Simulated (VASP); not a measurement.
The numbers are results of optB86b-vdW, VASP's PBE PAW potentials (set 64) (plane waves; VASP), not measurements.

VASP ran on this input.

INCAR:
```
SYSTEM  =  Mo
PREC  =  Accurate; ENCUT  =  520; LREAL  =  F
LASPH  =  T
EDIFF  =  1E-7; NELM  =  100; ALGO  =  Normal
LMAXMIX  =  4
ISMEAR  =  1; SIGMA  =  0.1
GGA  =  MK; LUSE_VDW  =  T; AGGAC  =  0.0
PARAM1  =  0.1234; PARAM2  =  1.0
ISIF  =  2
LWAVE  =  F; LCHARG  =  F
```

KPOINTS:
```
Automatic mesh
0
Gamma
16 16 16
0 0 0
```

**POSCAR**
```
Mo
1.5897560
 -1.0000003138   1.0000003138   1.0000003138
  1.0000003138  -1.0000003138   1.0000003138
  1.0000003138   1.0000003138  -1.0000003138
Mo
1
Cart
  0.0000000000   0.0000000000   0.0000000000
```

POTCAR, in this order: Mo_sv (PBE.64 set). Program: vasp_std.

Output

**OUTCAR**
```
 ion  position               nearest neighbor table
   1  0.000  0.000  0.000-
  LATTYP: Found a body centered cubic cell.
 ALAT       =     3.1795129976
 Subroutine PRICEL returns:
 Original cell was already a primitive cell.
 Subroutine GETGRP returns: Found 48 space group operations
The static configuration has the point symmetry O_h .
The dynamic configuration has the point symmetry O_h .
 Subroutine INISYM returns: Found 48 space group operations
 Subroutine IBZKPT returns following result:
 Found    145 irreducible k-points:

 Following reciprocal coordinates:
            Coordinates               Weight
  0.000000  0.000000  0.000000      1.000000
  0.062500  0.000000  0.000000     12.000000
  0.125000  0.000000  0.000000     12.000000
  0.187500  0.000000  0.000000     12.000000
  0.250000  0.000000  0.000000     12.000000
  0.312500  0.000000  0.000000     12.000000
  0.375000  0.000000  0.000000     12.000000
  0.437500  0.000000  0.000000     12.000000
  0.500000  0.000000  0.000000      6.000000
  0.062500  0.062500  0.000000     24.000000
...
```

### OSZICAR
```
       N       E                     dE             d eps       ncg     rms          rms(c)
DAV:   1     0.931278632182E+02    0.93128E+02   -0.83377E+03  3214   0.130E+03
DAV:   2    -0.751442773368E+01   -0.10064E+03   -0.97032E+02  3466   0.339E+02
DAV:   3    -0.882611333033E+01   -0.13117E+01   -0.13007E+01  3719   0.390E+01
DAV:   4    -0.882960404610E+01   -0.34907E-02   -0.34905E-02  3521   0.237E+00
DAV:   5    -0.882962376553E+01   -0.19719E-04   -0.19720E-04  3696   0.172E-01    0.140E+01
DAV:   6    -0.822907956119E+01    0.60054E+00   -0.10810E+00  3442   0.124E+01    0.360E+00
DAV:   7    -0.815328259583E+01    0.75797E-01   -0.19738E-01  3729   0.491E+00    0.980E-01
DAV:   8    -0.814950495352E+01    0.37776E-02   -0.46049E-03  3337   0.973E-01    0.180E-01
DAV:   9    -0.814957873432E+01   -0.73781E-04   -0.13611E-04  3779   0.156E-01    0.764E-02
DAV:  10    -0.814959162684E+01   -0.12893E-04   -0.17212E-05  3412   0.536E-02    0.699E-03
DAV:  11    -0.814959163996E+01   -0.13122E-07   -0.32037E-07  3772   0.623E-03
   1 F= -.81495916E+01 E0= -.81498123E+01  d E =0.662085E-03
```

**OUTCAR**
```
------------------------ aborting loop because EDIFF is reached ----------------------------------------
  FORCE on cell =-STRESS in cart. coord.  units (eV):
  Direction    XX          YY          ZZ          XY          YZ          ZX
  --------------------------------------------------------------------------------------
  Total       -0.8006603     -0.8006603     -0.8006603     -0.0000000     -0.0000000      0.0000000
  in kB      -79.8191433    -79.8191433    -79.8191433     -0.0000000     -0.0000000      0.0000000
  external PRESSURE =     -79.8191433 kB  Pullay stress =       0.0000000 kB
  volume of cell :       16.07
      direct lattice vectors                 reciprocal lattice vectors
    -1.589756499  1.589756499  1.589756499     0.000000000  0.314513575  0.314513575
     1.589756499 -1.589756499  1.589756499     0.314513575  0.000000000  0.314513575
     1.589756499  1.589756499 -1.589756499     0.314513575  0.314513575  0.000000000
 POSITION                                       TOTAL-FORCE (eV/Angst)
 -----------------------------------------------------------------------------------
      0.00000      0.00000      0.00000         0.000000      0.000000     -0.000000
 -----------------------------------------------------------------------------------
    total drift:                                0.000000     -0.000000      0.000000
  FREE ENERGIE OF THE ION-ELECTRON SYSTEM (eV)
  ---------------------------------------------------
  free  energy   TOTEN  =        -8.1495916400 eV

  energy  without entropy=       -8.1502537250  energy(sigma->0) =       -8.14981233
```
(Selected blocks of OUTCAR.)

OUTCAR:
```
 val. band max:       12.0489189559   @ k =  -0.1875   0.1875   0.0625

 cond. band min:      12.1065270707   @ k =   0.1875   0.0000   0.0000


 Fermi energy:        12.0676496384

 k-point     1 :       0.0000    0.0000    0.0000
  band No.  band energies     occupation
      1     -49.1495      2.00000
      2     -22.5007      2.00000
      3     -22.5007      2.00000
      4     -22.5007      2.00000
      5       4.9430      2.00000
      6      10.7491      2.00000
      7      10.7491      2.00000
      8      10.7491      2.00000
      9      13.6792     -0.00000
     10      13.6792     -0.00000
     11      26.8942      0.00000

 k-point     2 :       0.0625    0.0000    0.0000
  band No.  band energies     occupation
      1     -49.1407      2.00000
      2     -22.5529      2.00000
      3     -22.5169      2.00000
      4     -22.5011      2.00000
      5       5.1111      2.00000
      6      10.6559      2.00000
      7      10.7343      2.00000
      8      10.9055      2.00000
      9      13.5435     -0.00000
     10      13.6819     -0.00000
     11      27.0172      0.00000

 k-point     3 :       0.1250    0.0000    0.0000
  band No.  band energies     occupation
      1     -49.1154      2.00000
      2     -22.7001      2.00000
      3     -22.5629      2.00000
      4     -22.5020      2.00000
      5       5.5853      2.00000
      6      10.4017      2.00000
      7      10.6653      2.00000
      8      11.3664      2.00000
      9      13.2672     -0.00000
     10      13.6975     -0.00000
     11      27.2827      0.00000

 k-point     4 :       0.1875    0.0000    0.0000
  band No.  band energies     occupation
      1     -49.0773      2.00000
      2     -22.9160      2.00000
      3     -22.6309      2.00000
      4     -22.5035      2.00000
      5       6.2580      2.00000
      6      10.0480      2.00000
      7      10.5369      2.00000
      8      12.1065      0.39388
      9      13.1034     -0.00000
...
```

The compound is Mo in the bcc structure. This cell is one point of a volume scan, at 1.03 of the reference volume.
